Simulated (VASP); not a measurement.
Runs of VASP 6.6.1 on KNi. It takes space group P4/mmm (No. 123, tetragonal). Conventional cell: a = 3.660 Å, b = 3.660 Å, c = 3.479 Å, α = 90.00°, β = 90.00°, γ = 90.00°. K (site symmetry 4/mmm) has 8 Ni at 3.12 Å and 2 K at 3.48 Å as nearest neighbours. Ni (site symmetry 4/mmm) is surrounded by 8 K at 3.12 Å and 2 Ni at 3.48 Å. The cell was built by a generator and needn't be a form met in nature.

```csv
task,level,potentials or basis,U,cell,cutoff (eV),smearing,LDAUTYPE,hund's J,gap on the mesh (eV),pressure (GPa),moment (μB),relaxed volume (Å³/atom)
relaxation of the atoms,LDA,"VASP PAW LDA potentials, release 64 (K_sv, Ni)",-,atoms relaxed,520,methfessel-paxton 0.1 eV,-,-,none,-0.8,0.41,-
single point,revPBE+U,"VASP PAW PBE potentials, release 64 (K_sv, Ni)","Ni d U = 3.5 eV, J = 1.0 eV",as given,520,tetrahedron,2,1,none,6.9,(a),-
single point,PBE,"VASP PAW PBE potentials, release 64 (K_sv, Ni)",-,as given,520,fermi-dirac 0.05 eV,-,-,none,(b),0.71,-
relaxation of cell and atoms,r2SCAN,"VASP PAW PBE potentials, release 64 (K_sv, Ni)",-,relaxed,600,methfessel-paxton 0.1 eV,-,-,none,0.0,0.95,(c)
relaxation of cell and atoms,PBE,"VASP PAW PBE potentials, release 64 (K_sv, Ni)",-,relaxed,600,methfessel-paxton 0.1 eV,-,-,none,0.0,0.00,25.48
```

Alike in all rows: spin collinear, ferromagnetic start; k mesh 7 × 7 × 8.

**Question.** Estimate the missing entries.

**Answer.** (a) 0.90; (b) 4.5; (c) 28.24.

Caveats: the PAW data sets were made with another functional, which shifts forces and pressure a little (some runs); the U is typed as a test and isn't derived for this compound (some runs); the volume moved by over 15 % at a fixed basis, so the end points are rough (some runs).

A k mesh can miss the band edges.

A gap of «none» marks a metal or a gap under the smearing width.

Not every run made on this cell is shown here.
